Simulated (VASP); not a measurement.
Here is the system:

```yaml
crystal:
  lattice:
    - [1.46776, -2.54224, 0.00000]
    - [1.46776, 2.54224, 0.00000]
    - [0.00000, 0.00000, 4.63765]
  atoms:
    - { symbol: Ti, position: [0.33333, 0.66667, 0.25000] }
    - { symbol: Ti, position: [0.66667, 0.33333, 0.75000] }
```

Calculation: SCAN meta-GGA, VASP's PBE PAW potentials (set 64) (plane waves; VASP). Settings: 520 eV cut-off, 16×16×9 Γ-centred mesh, tetrahedra with Blöchl corrections, potentials Ti_sv.

Estimate the energy per atom (σ→0), band gap (over mesh and band path) with the smallest direct gap where there is one.

```yaml
band gap (over mesh and band path): none (metal, semimetal or under 0.01 eV)
energy per atom (σ→0): -16.038 eV/atom
```

The absolute energy has meaning only against runs of the same code, potentials and settings.

The compound is Ti in the hcp structure. It was relaxed first.
